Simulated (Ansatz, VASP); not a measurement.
# BiIr: VASP beside Ansatz

POSCAR

```
BiIr
1.0
    0.0000000000      3.0780161336      3.0780161336
    3.0780161336      0.0000000000      3.0780161336
    3.0780161336      3.0780161336      0.0000000000
Ir Bi
1 1
Direct
    0.0000000000      0.0000000000      0.0000000000
    0.2500000000      0.2500000000      0.2500000000
```

INCAR.step1

```
PREC = Accurate
ENCUT = 520
ISMEAR = 0
SIGMA = 0.05
LREAL = F
LASPH = T
NELM = 100
NBANDS = 19
GGA = PE
ALGO = Normal
EDIFF = 1E-4
LWAVE = T
LCHARG = F
```

INCAR.step2

```
PREC = Accurate
ENCUT = 520
EDIFF = 1E-6
ISMEAR = 0
SIGMA = 0.05
LREAL = F
LASPH = T
NELM = 100
ALGO = Normal
ISIF = 2
LWAVE = F
LCHARG = F
METAGGA = R2SCAN
LMIXTAU = T
NBANDS = 19
ISTART = 1
```

File KPOINTS:

```
Automatic mesh
0
Gamma
  10 10 10
```

Input for Ansatz:

```yaml
crystal:
  lattice:
    - [0.0, 3.0780161336, 3.0780161336]
    - [3.0780161336, 0.0, 3.0780161336]
    - [3.0780161336, 3.0780161336, 0.0]
  atoms:
    - { symbol: Ir, position: [0.0, 0.0, 0.0] }
    - { symbol: Bi, position: [0.25, 0.25, 0.25] }
basis:
  ecutwfc: 500
  ecutrho_ratio: 4
kpoints:
  mp_grid: { grid: [10, 10, 10] }
hamiltonian:
  xc: r2scan
scf:
  occupations: { method: gaussian, width: 0.05 }
output:
  forces: true
  stress: true
  eigenvalues: true
  write_density: true
  write_potential: true
  elf: true
  volumetric_format: npy
```

Alike in both runs: task single point; functional r2SCAN; k mesh 10 × 10 × 10; occupations gaussian, width 0.05 eV; no spin polarisation.

|  | VASP | Ansatz |
| --- | --- | --- |
| version | VASP 6.6.1 | Ansatz 0.2.0 |
| potentials or method | VASP PAW PBE potentials, release 64 (Ir, Bi_d) | scalar-relativistic, plane waves, PAW |
| plane-wave cutoff (eV) | 520 | 500 |
| valence electrons in the cell | 24 | 32 |

|  | VASP | Ansatz | Ansatz less VASP |
| --- | --- | --- | --- |
| gap on the k mesh at the Fermi level (eV) | none | none | - |
| pressure (GPa) | -3.1 | -3.4 | -0.29 |

A gap of «none» marks a metal or a gap that the smearing closes. The functional is the same, so the differences come from potentials, cutoffs and numerics. The two sets of potentials don't hold the same shells in valence.

Caveats: the PAW data sets were made with another functional, which shifts forces and pressure a little (VASP); spin-orbit coupling is left out, which moves the levels of the heavy elements.
